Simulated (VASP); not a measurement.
# Ni under biaxial strain in the (001) plane

Wanted: the elastic response of Ni to biaxial strain in the (001) plane, with a fit that predicts a row left out.

Main program and level: VASP 6.6.1; r2SCAN, spin-polarised from a ferromagnetic start (one magnetic atom a cell); plane waves and PAW (Ni), in the first sound run; inputs show where later runs differ.

### 1. The structure

It takes space group Fm-3m (No. 225, cubic). The conventional cell has a = 3.520 Å, b = 3.520 Å, c = 3.520 Å, α = 90.00°, β = 90.00°, γ = 90.00°. Nearest to Ni lie 12 Ni at 2.49 Å.

Coordinates:

```
Ni
1.0
     0.00000    1.76000    1.76000
     1.76000    0.00000    1.76000
     1.76000    1.76000    0.00000
Ni
1
Cartesian
  0.0000 0.0000 0.0000
```

### 2. Relax the crystal, r2SCAN

The series starts from the cell that this level prefers, so that zero strain is near zero stress.

This step took 2 runs in a row; the last is shown.

Level: r2SCAN, spin-polarised from a ferromagnetic start (one magnetic atom a cell); plane waves and PAW (Ni).

Input file INCAR:

```
SYSTEM = Ni
PREC = Accurate
ENCUT = 450
EDIFF = 1E-07
NELM = 120
ISMEAR = 1
SIGMA = 0.15
LREAL = .FALSE.
ALGO = Normal
METAGGA = R2SCAN
LASPH = .TRUE.
NBANDS = 12
ISPIN = 2
MAGMOM = 1.6
LMAXMIX = 4
LORBIT = 11
LWAVE = .FALSE.
LCHARG = .FALSE.
KPAR = 8
IBRION = 2
NSW = 40
ISIF = 3
EDIFFG = -0.005
POTIM = 0.4
```

Input file POSCAR:

```
Ni
1.0
    0.0000000000      1.7395418907      1.7395418907
    1.7395418907      0.0000000000      1.7395418907
    1.7395418907      1.7395418907      0.0000000000
Ni
1
Direct
    0.0000000000      0.0000000000      0.0000000000
```

Input file KPOINTS:

```
Automatic mesh
0
Gamma
29 29 29
0 0 0
```

PAW data sets: Ni (PBE family, release 64).

The run is started by

```
mpirun -np 8 vasp_std
```

Log:

```text
[banner, memory and clock lines left out]
running    8 mpi-ranks, on    1 nodes
[...]
|                                                                             |
|           W    W    AA    RRRRR   N    N  II  N    N   GGGG   !!!           |
|           W    W   A  A   R    R  NN   N  II  NN   N  G    G  !!!           |
|           W    W  A    A  R    R  N N  N  II  N N  N  G       !!!           |
|           W WW W  AAAAAA  RRRRR   N  N N  II  N  N N  G  GGG   !            |
|           WW  WW  A    A  R   R   N   NN  II  N   NN  G    G                |
|           W    W  A    A  R    R  N    N  II  N    N   GGGG   !!!           |
|                                                                             |
|     For optimal performance we recommend to set                             |
|       NCORE = 2 up to number-of-cores-per-socket                            |
|     NCORE specifies how many cores store one orbital (NPAR=cpu/NCORE).      |
|     This setting can greatly improve the performance of VASP for DFT.       |
[...]
DAV:   9    -0.119430726514E+02    0.44034E-07   -0.53629E-10 17344   0.213E-04
   2 F= -.11943073E+02 E0= -.11943259E+02  d E =0.193148E-05  mag=     0.7252
 trial-energy change:    0.000002  1 .order   -0.000002   -0.000014    0.000010
 step:   0.3573(harm=  0.5877)  dis= 0.00000  next Energy=   -11.943077 (dE=-0.237E-05)
[...]
N       E                     dE             d eps       ncg     rms          rms(c)
DAV:   1    -0.119431971598E+02   -0.12446E-03   -0.16748E-03 42200   0.586E-01    0.935E-02
DAV:   2    -0.119431091141E+02    0.88046E-04   -0.15713E-03 42696   0.490E-01    0.513E-02
DAV:   3    -0.119430767823E+02    0.32332E-04   -0.22797E-04 41728   0.191E-01    0.177E-02
DAV:   4    -0.119430758078E+02    0.97446E-06   -0.45379E-06 35640   0.146E-02    0.798E-03
DAV:   5    -0.119430760250E+02   -0.21720E-06   -0.10569E-06 44344   0.102E-02    0.256E-03
DAV:   6    -0.119430762300E+02   -0.20493E-06   -0.36176E-08 18844   0.262E-03    0.988E-04
DAV:   7    -0.119430766470E+02   -0.41706E-06   -0.14409E-08 17440   0.156E-03    0.319E-04
DAV:   8    -0.119430765834E+02    0.63566E-07   -0.12880E-09 17144   0.360E-04
   3 F= -.11943077E+02 E0= -.11943265E+02  d E =-.200056E-05  mag=     0.7256
[...]
reached required accuracy - stopping structural energy minimisation
```

Run time: 4.3 min. Hardware: 8 MPI ranks of AMD EPYC 7R43, shared host; peak memory 1.5 GiB; 35 min of CPU time.

Lines that name or quote the potential files are left out of all logs, and their timing lines are given in words.

From OUTCAR (step 2):

```text
  Total       -0.0042634     -0.0042634     -0.0042634     -0.0000000      0.0000000     -0.0000000
  in kB       -0.6491248     -0.6491248     -0.6491248     -0.0000000      0.0000000     -0.0000000
  external PRESSURE =      -0.6491248 kB  Pullay stress =       0.0000000 kB

 POSITION                                       TOTAL-FORCE (eV/Angst)
 -----------------------------------------------------------------------------------
      0.00000      0.00000      0.00000         0.000000      0.000000     -0.000000
 -----------------------------------------------------------------------------------
    total drift:                                0.000000     -0.000000      0.000000

  FREE ENERGIE OF THE ION-ELECTRON SYSTEM (eV)
  ---------------------------------------------------
  free  energy   TOTEN  =       -11.9430765834 eV

  energy  without entropy=      -11.9436405609  energy(sigma->0) =      -11.94326458

 reached required accuracy - stopping structural energy minimisation

 magnetization (x)
# of ion       s       p       d       tot
------------------------------------------
    1       -0.010  -0.043   0.798   0.744

[... 3 further parts left out ...]
[key lines of the parts left out:]
E-fermi :   9.8078
```

This run gave:

* energy(sigma→0) of the program: -11.9433 eV
* stress, compression positive: xx, yy, zz -0.06, -0.06, -0.06 GPa
* volume: 10.523 Å³
* ionic steps: 3

### 3. Strain along the normal, r2SCAN

One member in full: the plane is strained by -2 %, and the strain along the normal is moved by secant steps until the normal stress is under 0.012 GPa or five steps are spent; the atoms relax at each step.

This step took 3 runs, each at a new trial strain with the atoms of the one before; the last is shown.

Level: r2SCAN, spin-polarised from a ferromagnetic start (one magnetic atom a cell); plane waves and PAW (Ni).

INCAR, as its differences from that of step 2:

```diff
@@ -18,7 +18,7 @@
 LCHARG = .FALSE.
-KPAR = 8
-IBRION = 2
-NSW = 40
-ISIF = 3
-EDIFFG = -0.005
-POTIM = 0.4
+KPAR = 2
+IBRION = 1
+NSW = 25
+ISIF = 2
+EDIFFG = -0.004
+POTIM = 0.3
```

Input file POSCAR:

```
Ni
1.0
    0.0000000000      1.7044899750      1.7771855310
    1.7044899750      0.0000000000      1.7771855310
    1.7044899750      1.7044899750      0.0000000000
Ni
1
Direct
    0.0000000000      0.0000000000      0.0000000000
```

KPOINTS is that of step 2.

The run is started by

```
mpirun -np 2 vasp_std
```

Log:

```text
[banner, memory and clock lines left out]
running    2 mpi-ranks, on    1 nodes
[...]
[... a notice as in an earlier step ...]

 LDA part: xc-table for (None), standard interpolation
 POSCAR, INCAR and KPOINTS ok, starting setup
[...]
entering main loop
       N       E                     dE             d eps       ncg     rms          rms(c)
DAV:   1     0.221111304819E+02    0.22111E+02   -0.42269E+03 90056   0.100E+03
DAV:   2    -0.130181782937E+02   -0.35129E+02   -0.32853E+02 92656   0.169E+02
DAV:   3    -0.140996305243E+02   -0.10815E+01   -0.10754E+01 98984   0.335E+01
DAV:   4    -0.141083869062E+02   -0.87564E-02   -0.87544E-02100720   0.267E+00
[...]
DAV:  14    -0.119345790355E+02   -0.16866E-06   -0.36683E-06120184   0.245E-02    0.168E-03
DAV:  15    -0.119345787275E+02    0.30800E-06   -0.94397E-08 85976   0.349E-03    0.614E-04
DAV:  16    -0.119345788181E+02   -0.90585E-07   -0.59173E-09 51804   0.107E-03
   1 F= -.11934579E+02 E0= -.11934757E+02  d E =-.119346E+02  mag=     0.7150
 BRION: g(F)=  0.180E-61 g(S)=  0.000E+00
 reached required accuracy - stopping structural energy minimisation
```

Run time: 22 min. Hardware: 2 MPI ranks; peak memory 0.64 GiB.

Parts of OUTCAR (step 3):

```text
  Total        0.4170177      0.4170177     -0.0000509      0.0000000      0.0000000      0.0000000
  in kB       64.7013590     64.7013590     -0.0078969      0.0000000      0.0000000      0.0000000
  external PRESSURE =      43.1316070 kB  Pullay stress =       0.0000000 kB

  FREE ENERGIE OF THE ION-ELECTRON SYSTEM (eV)
  ---------------------------------------------------
  free  energy   TOTEN  =       -11.9345788181 eV

  energy  without entropy=      -11.9351127375  energy(sigma->0) =      -11.93475679

 magnetization (x)
# of ion       s       p       d       tot
------------------------------------------
    1       -0.010  -0.043   0.784   0.731

[... 2 parts as in an earlier step ...]

[... 3 further parts left out ...]
[key lines of the parts left out:]
E-fermi :  10.0795
```

Read from the output:

| Property | Result |
| --- | --- |
| energy(sigma→0) of the program | -11.9348 eV |
| stress, compression positive | xx, yy, zz 6.47, 6.47, 0.00 GPa |
| ionic steps | 1 |

### 4. All members

The other members went through these steps as far as the tables show, with the same cutoff and, step by step, the same mesh; 24 runs are not shown, of which 1 ended short or failed. The session took 18 core hours (wall time by ranks) on a shared machine.

```csv
in-plane strain (%),strain along the normal (%),"in-plane stress, tension positive (GPa)","energy above the unstrained row, extrapolated to no smearing (meV/atom)"
-2.000,2.180,-6.470,8.498
-1.500,1.636,-4.672,4.726
-1.000,1.088,?,?
-0.500,0.536,-1.430,0.563
0,-0.023,0.030,0.000
0.500,-0.588,1.397,0.371
1.000,-1.171,2.680,1.612
1.500,-1.759,3.868,3.678
```

### 5. A fit to the known rows

A least-squares parabola through the 7 rows shown, with e the strain in %: stress = − 0.1992 e² + 2.848 e + 0.03469 (GPa), r.m.s. residual 0.0096 GPa.

At e = -1 this predicts -3.013 GPa.

### 6. Checking the prediction

The calculation gives -3.000 GPa, so the prediction is 0.013 GPa too low, within twice the residual of the fit.

Slopes at zero strain, from cubics through all rows: strain ratio -1.126, stress over strain 283 GPa.

### 7. Outcome

| Property | Result |
| --- | --- |
| error of the predicted stress | -0.013 GPa |
| ratio of normal to in-plane strain | -1.126 |
| biaxial modulus | 283 GPa |

As a check, the curvature of the energy gives 282 GPa for the same modulus (energy per volume = M × strain²), 0 % from the slope of the stress. The energy also has a linear term worth 0.13 GPa that the stress column lacks, a mark of the finite basis or of the smearing. These are static values: temperature and zero-point motion are left out. In a metal the slopes also depend on mesh and smearing, which were held through the series.

[Lines on the potential files, build, host, timing and source positions are cut from VASP's logs without a mark.]

[Logs are printed without paths, hosts, clocks, repeated set-up lines and the standing remarks that a program may print on its own settings, such as how far it seeks lower states.]

[Hosts, paths, dates, database ids (printed as entryN), source tags and the programs' standing remarks are cut or masked in the printed files.]

[In band tables of VASP the shares of atoms and orbitals are scaled to a sum of 1 inside the atoms' spheres.]
